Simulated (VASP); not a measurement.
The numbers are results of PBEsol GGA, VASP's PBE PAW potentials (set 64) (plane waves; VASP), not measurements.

VASP ran on this input.

### KPOINTS
```
Automatic mesh
0
Gamma
14 14 10
0 0 0
```

**POSCAR**
```
FePt
1.0
  2.5666385123   0.0000000000   0.0000000000
  0.0000000000   2.5666385123   0.0000000000
  0.0000000000   0.0000000000   3.5092516119
Fe Pt
1 1
Cartesian
  0.0000000000   0.0000000000   0.0000000000
  1.2833192561   1.2833192561   1.7546258059
```

**INCAR**
```
# general
SYSTEM  = FePt
PREC    = Accurate
ENCUT   = 500
LREAL   = F
LASPH   = T

# electronic loop
EDIFF   = 1E-6
NELM    = 100
ALGO    = Normal
LMAXMIX = 6

# smearing
ISMEAR  = 1
SIGMA   = 0.1

# functional
GGA     = PS

# spin
ISPIN   = 2
MAGMOM  = 2.9 0.3

# ions
IBRION  = 2
NSW     = 40
ISIF    = 3
EDIFFG  = -0.02
PSTRESS = 450

# output
LWAVE   = F
LCHARG  = F
LORBIT  = 10
```

POTCAR, in this order: Fe Pt (PBE.64 set). Program: vasp_std.

Output

### OSZICAR
```
       N       E                     dE             d eps       ncg     rms          rms(c)
DAV:   1     0.887425298555E+02    0.88743E+02   -0.87689E+03 13784   0.134E+03
DAV:   2    -0.144786468005E+02   -0.10322E+03   -0.92700E+02 13261   0.260E+02
DAV:   3    -0.172710424316E+02   -0.27924E+01   -0.27267E+01 16376   0.520E+01
DAV:   4    -0.172993834254E+02   -0.28341E-01   -0.28333E-01 15003   0.441E+00
DAV:   5    -0.173001586235E+02   -0.77520E-03   -0.77518E-03 17200   0.820E-01    0.236E+01
DAV:   6    -0.170124966702E+02    0.28766E+00   -0.72773E+00 13804   0.649E+01    0.152E+01
DAV:   7    -0.163464869999E+02    0.66601E+00   -0.75634E+00 16498   0.736E+01    0.131E+01
DAV:   8    -0.157919231644E+02    0.55456E+00   -0.81689E-01 16137   0.193E+01    0.492E+00
DAV:   9    -0.157996863730E+02   -0.77632E-02   -0.67819E-02 18511   0.451E+00    0.300E+00
DAV:  10    -0.158051692017E+02   -0.54828E-02   -0.36221E-02 17494   0.402E+00    0.163E+00
DAV:  11    -0.157994779715E+02    0.56912E-02   -0.11017E-02 19659   0.222E+00    0.694E-01
DAV:  12    -0.157990664328E+02    0.41154E-03   -0.15675E-03 19130   0.809E-01    0.211E-01
DAV:  13    -0.157993198047E+02   -0.25337E-03   -0.14596E-04 18179   0.261E-01    0.119E-01
DAV:  14    -0.157993624644E+02   -0.42660E-04   -0.29982E-05 19431   0.126E-01    0.323E-02
DAV:  15    -0.157993648993E+02   -0.24349E-05   -0.30328E-06 13124   0.319E-02    0.152E-02
DAV:  16    -0.157993643140E+02    0.58528E-06   -0.17073E-06  9060   0.329E-02
   1 F= -.93063576E+01 E0= -.93067208E+01  d E =-.930636E+01  mag=     2.8249
       N       E                     dE             d eps       ncg     rms          rms(c)
DAV:   1    -0.161990752782E+02   -0.39971E+00   -0.35282E+00 13471   0.257E+01    0.371E+00
DAV:   2    -0.160144885263E+02    0.18459E+00   -0.39610E-01 15790   0.781E+00    0.203E+00
DAV:   3    -0.160134426186E+02    0.10459E-02   -0.25434E-02 17595   0.344E+00    0.878E-01
DAV:   4    -0.160130495071E+02    0.39311E-03   -0.11886E-02 16605   0.296E+00    0.791E-01
DAV:   5    -0.160114178886E+02    0.16316E-02   -0.20718E-03 17157   0.128E+00    0.428E-01
DAV:   6    -0.160110198655E+02    0.39802E-03   -0.11817E-03 17317   0.458E-01    0.104E-01
DAV:   7    -0.160110461490E+02   -0.26284E-04   -0.84683E-05 15668   0.118E-01    0.262E-02
DAV:   8    -0.160110479362E+02   -0.17872E-05   -0.92736E-06 16248   0.604E-02    0.138E-02
DAV:   9    -0.160110491191E+02   -0.11828E-05   -0.81556E-07  7967   0.133E-02    0.568E-03
DAV:  10    -0.160110494791E+02   -0.36009E-06   -0.24319E-07  7138   0.745E-03
   2 F= -.92868514E+01 E0= -.92867340E+01  d E =0.195062E-01  mag=     2.9438
       N       E                     dE             d eps       ncg     rms          rms(c)
DAV:   1    -0.159642898150E+02    0.46759E-01   -0.20223E+00 13534   0.192E+01    0.307E+00
DAV:   2    -0.158585150053E+02    0.10577E+00   -0.22100E-01 15861   0.581E+00    0.153E+00
DAV:   3    -0.158578277457E+02    0.68726E-03   -0.19731E-02 16985   0.334E+00    0.656E-01
DAV:   4    -0.158570122226E+02    0.81552E-03   -0.10426E-02 16619   0.293E+00    0.602E-01
DAV:   5    -0.158559293401E+02    0.10829E-02   -0.13545E-03 17366   0.103E+00    0.262E-01
DAV:   6    -0.158557051514E+02    0.22419E-03   -0.52324E-04 17974   0.305E-01    0.825E-02
DAV:   7    -0.158557182251E+02   -0.13074E-04   -0.42307E-05 16245   0.665E-02    0.184E-02
DAV:   8    -0.158557210495E+02   -0.28243E-05   -0.28798E-06 14763   0.245E-02    0.103E-02
DAV:   9    -0.158557214046E+02   -0.35516E-06   -0.37461E-07  7530   0.618E-03
   3 F= -.93085067E+01 E0= -.93088050E+01  d E =-.214914E-02  mag=     2.8444
       N       E                     dE             d eps       ncg     rms          rms(c)
DAV:   1    -0.158545223534E+02    0.11987E-02   -0.94129E-05 13947   0.130E-01    0.202E-02
DAV:   2    -0.158545176229E+02    0.47305E-05   -0.10280E-05 15693   0.399E-02    0.102E-02
DAV:   3    -0.158545176458E+02   -0.22875E-07   -0.92582E-07  7248   0.248E-02
   4 F= -.93085067E+01 E0= -.93088078E+01  d E =-.214914E-02  mag=     2.8438
       N       E                     dE             d eps       ncg     rms          rms(c)
DAV:   1    -0.158542877673E+02    0.22986E-03   -0.10221E-01 14598   0.269E+00    0.312E-01
DAV:   2    -0.158538327399E+02    0.45503E-03   -0.56233E-03 16907   0.205E+00    0.379E-01
DAV:   3    -0.158528473516E+02    0.98539E-03   -0.25206E-03 16312   0.150E+00    0.144E-01
DAV:   4    -0.158526193739E+02    0.22798E-03   -0.34710E-04 17468   0.198E-01    0.553E-02
DAV:   5    -0.158526063643E+02    0.13010E-04   -0.33908E-05 18698   0.125E-01    0.180E-02
DAV:   6    -0.158526047224E+02    0.16419E-05   -0.25587E-06 12129   0.193E-02    0.780E-03
DAV:   7    -0.158526045462E+02    0.17623E-06   -0.39447E-07  7194   0.892E-03
   5 F= -.93090408E+01 E0= -.93093180E+01  d E =-.534098E-03  mag=     2.8397
```

File OUTCAR:
```
------------------------ aborting loop because EDIFF is reached ----------------------------------------
  FORCE on cell =-STRESS in cart. coord.  units (eV):
  Direction    XX          YY          ZZ          XY          YZ          ZX
  --------------------------------------------------------------------------------------
  Total        6.5381675      6.5381675      6.5687667      0.0000000     -0.0000000     -0.0000000
  in kB      449.6289050    449.6289050    451.7332043      0.0000000     -0.0000000     -0.0000000
  external PRESSURE =       0.3303381 kB  Pullay stress =     450.0000000 kB
  volume of cell :       23.30
      direct lattice vectors                 reciprocal lattice vectors
     2.566913075  0.000000000  0.000000000     0.389572989  0.000000000  0.000000000
     0.000000000  2.566913075  0.000000000     0.000000000  0.389572989 -0.000000000
    -0.000000000  0.000000000  3.535819449    -0.000000000  0.000000000  0.282819871
 POSITION                                       TOTAL-FORCE (eV/Angst)
 -----------------------------------------------------------------------------------
      2.56691      2.56691      0.00000         0.000000     -0.000000      0.000000
      1.28346      1.28346      1.76791        -0.000000      0.000000      0.000000
 -----------------------------------------------------------------------------------
    total drift:                               -0.000000      0.000000     -0.000000
  FREE ENERGIE OF THE ION-ELECTRON SYSTEM (eV)
  ---------------------------------------------------
  free  energy   TOTEN  =       -15.8526045462 eV

  energy  without entropy=      -15.8534361863  energy(sigma->0) =      -15.85288176
  enthalpy is  TOTEN    =        -9.3090408249 eV   P V=        6.5435637213

 total charge

# of ion       s       p       d       tot
------------------------------------------
    1        0.482   0.615   6.325   7.422
    2        0.807   0.904   8.176   9.887
--------------------------------------------------
tot          1.289   1.519  14.501  17.309

 magnetization (x)

# of ion       s       p       d       tot
------------------------------------------
    1        0.000  -0.003   2.496   2.493
    2       -0.023  -0.064   0.375   0.287
--------------------------------------------------
tot         -0.023  -0.067   2.871   2.780

 reached required accuracy - stopping structural energy minimisation
```
(Selected blocks of OUTCAR.)

File CONTCAR:
```
FePt
   1.00000000000000
     2.5669130747542614    0.0000000000000000    0.0000000000000000
     0.0000000000000000    2.5669130747542614    0.0000000000000000
    -0.0000000000000000    0.0000000000000000    3.5358194491925565
  Fe              Pt
     1     1
Direct
     1.0000000000000000    1.0000000000000000    0.0000000000000000
     0.5000000000000000    0.5000000000000000    0.5000000000000000
```

The compound is FePt in the L1_0 structure. This run relaxes it under an external pressure of 45 GPa. Symmetry was kept, so distortions that lower it aren't found.
